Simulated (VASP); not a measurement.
Data:

```xyz
3
Lattice="1.9749 -3.4206 0.0000 1.9749 3.4206 0.0000 0.0000 0.0000 6.3089" Properties=species:S:1:pos:R:3 pbc="T T T"
Mg     0.0000     0.0000     0.0000
I      1.9749     1.1402     1.6671
I      1.9749    -1.1402     4.6418
```

Level of theory: PBEsol GGA, VASP's PBE PAW potentials (set 64) (plane waves; VASP 6.6.1). Settings: 500 eV cut-off, 7×7×4 Γ-centred mesh, Gaussian smearing of 0.050 eV, potentials Mg I.

Without a dispersion term in the relaxation, distances and binding between the weakly bound layers, chains or molecules are unreliable, and so is what depends on them.

**Question.** Predict the energy per atom (σ→0), pressure.

**Answer.** 
| Property | Value |
|---|---|
| energy per atom (σ→0) | -2.738 eV/atom |
| pressure | 5.01 GPa |

Only differences to runs with the same potentials and settings are physical.

The compound is MgI2 in the 1T layered structure. It was relaxed first under an external pressure of 5 GPa.
